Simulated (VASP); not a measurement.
An input for Quantum ESPRESSO's pw.x (written as the equivalent of a VASP run, and not itself run):

```
&CONTROL
  calculation = 'scf'
  pseudo_dir = './pseudo'
  outdir = './out'
  tprnfor = .true.
  tstress = .true.
/
&SYSTEM
  ibrav = 0
  nat = 2
  ntyp = 2
  ecutwfc = 84
  occupations = 'smearing'
  smearing = 'fermi-dirac'
  degauss = 0.00735
  input_dft = 'pbe'
/
&ELECTRONS
  conv_thr = 7.3e-08
  electron_maxstep = 100
/
ATOMIC_SPECIES
  Mg 24.305 Mg.upf
  Te 127.600 Te.upf
CELL_PARAMETERS angstrom
     0.0000000    3.2100000    3.2100000
     3.2100000    0.0000000    3.2100000
     3.2100000    3.2100000    0.0000000
ATOMIC_POSITIONS crystal
  Mg   0.0000000  0.0000000  0.0000000
  Te   0.2500000  0.2500000  0.2500000
K_POINTS automatic
  7 7 7 0 0 0
```

Task: Write the VASP files for the same calculation (PBE).

Result: Several could match; the one computed here: 
INCAR:
```
! general
SYSTEM  = MgTe
PREC    = Accurate
ENCUT   = 400   ! plane-wave cut-off (eV)
LREAL   = .FALSE.
LASPH   = .TRUE.   ! aspherical one-centre terms

! electronic loop
EDIFF   = 1E-6   ! SCF stop (eV)
NELM    = 100   ! most electronic steps
ALGO    = Normal   ! blocked Davidson
LMAXMIX = 4

! smearing
ISMEAR  = -1   ! Fermi-Dirac
SIGMA   = 0.1

! functional
GGA     = PE   ! PBE

! ions
ISIF    = 2

! output
LWAVE   = .FALSE.
LCHARG  = .FALSE.
```

KPOINTS:
```
Automatic mesh
0
Gamma
7 7 7
0 0 0
```

POSCAR:
```
MgTe
1
    0.0000000000     3.2100000000     3.2100000000
    3.2100000000     0.0000000000     3.2100000000
    3.2100000000     3.2100000000     0.0000000000
Mg Te
1 1
Direct
  0.0000000000   0.0000000000   0.0000000000
  0.2500000000   0.2500000000   0.2500000000
```

POTCAR, in this order: Mg Te (PBE.64 set). Program: vasp_std.

What does not carry over: the potentials are each code's own (VASP's PAW set, PseudoDojo norm-conserving files in pw.x), so ENCUT and ecutwfc are chosen apart and not converted; conv_thr bounds pw.x's estimated SCF error, while EDIFF bounds the energy change between steps.

The compound is MgTe in the zinc blende structure, whereas wurtzite is the usual form. The cell was not relaxed at this level. The run is one of a series of settings (ISMEAR = -1, SIGMA = 0.1 against the base run), some of them coarse on purpose.
